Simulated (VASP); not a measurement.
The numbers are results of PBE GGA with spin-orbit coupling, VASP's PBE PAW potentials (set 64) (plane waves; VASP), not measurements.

VASP ran on this input.

File KPOINTS:
```
Automatic mesh
0
Gamma
10 10 6
0 0 0
```

INCAR:
```
SYSTEM  =  Dy
PREC  =  Accurate; ENCUT  =  400; LREAL  =  .FALSE.
LASPH  =  .TRUE.
EDIFF  =  1E-6; NELM  =  100; ALGO  =  Normal
LMAXMIX  =  6
ISMEAR  =  0; SIGMA  =  0.05
GGA  =  PE; GGA_COMPAT  =  .FALSE.
MAGMOM  =  6*0; LSORBIT  =  .TRUE.
LWAVE  =  .FALSE.; LCHARG  =  .FALSE.
```

KPOINTS_OPT:
```
k-points along high-symmetry lines
5
Line-mode
Reciprocal
  0.000000   0.000000   0.000000 ! GAMMA
  0.000000   0.500000   0.000000 ! M

  0.000000   0.500000   0.000000 ! M
 -0.333333   0.666667   0.000000 ! K

 -0.333333   0.666667   0.000000 ! K
  0.000000   0.000000   0.000000 ! GAMMA

  0.000000   0.000000   0.000000 ! GAMMA
  0.000000   0.000000   0.500000 ! A

  0.000000   0.000000   0.500000 ! A
  0.000000   0.500000   0.500000 ! L

  0.000000   0.500000   0.500000 ! L
 -0.333333   0.666667   0.500000 ! H

 -0.333333   0.666667   0.500000 ! H
  0.000000   0.000000   0.500000 ! A

  0.000000   0.500000   0.500000 ! L
  0.000000   0.500000   0.000000 ! M

 -0.333333   0.666667   0.500000 ! H
 -0.333333   0.666667   0.000000 ! K
```

### POSCAR
```
Dy
1
    1.8149381548    -3.1435648906    -0.0000000000
    1.8149381548     3.1435648906    -0.0000000000
   -0.0000000000    -0.0000000000     5.5907981472
Dy
2
Direct
  0.3333330000   0.6666670000   0.2500000000
  0.6666670000   0.3333330000   0.7500000000
```

POTCAR, in this order: Dy_3 (PBE.64 set). Program: vasp_ncl.

The 4f electrons are frozen in the core of the lanthanide potential, so 4f levels, which can set the real gap, and their magnetism are missing.

### Question
Estimate the energy per atom (σ→0), band gap (over mesh and band path).

### Answer

The energy per atom (σ→0) is -4.825 eV/atom. The band gap (over mesh and band path) is none (metal, semimetal or under 0.01 eV).

File OSZICAR:
```
...
DAV:   8    -0.965262843753E+01   -0.21744E-02   -0.38375E-03  4548   0.632E-01    0.220E-01
DAV:   9    -0.965235700914E+01    0.27143E-03   -0.13064E-03  3732   0.284E-01    0.941E-02
DAV:  10    -0.965236640156E+01   -0.93924E-05   -0.93311E-05  3798   0.100E-01    0.226E-02
DAV:  11    -0.965236411618E+01    0.22854E-05   -0.23159E-06  3430   0.144E-02    0.817E-03
DAV:  12    -0.965236298992E+01    0.11263E-05   -0.30393E-06  3596   0.160E-02    0.101E-02
DAV:  13    -0.965236340130E+01   -0.41138E-06   -0.50353E-07  2018   0.626E-03
   1 F= -.96523634E+01 E0= -.96505860E+01  d E =-.355483E-02  mag=    -0.0000    -0.0000     0.0000
       N       E                     dE             ncg
```

The compound is Dy in the hcp structure. It was relaxed first.
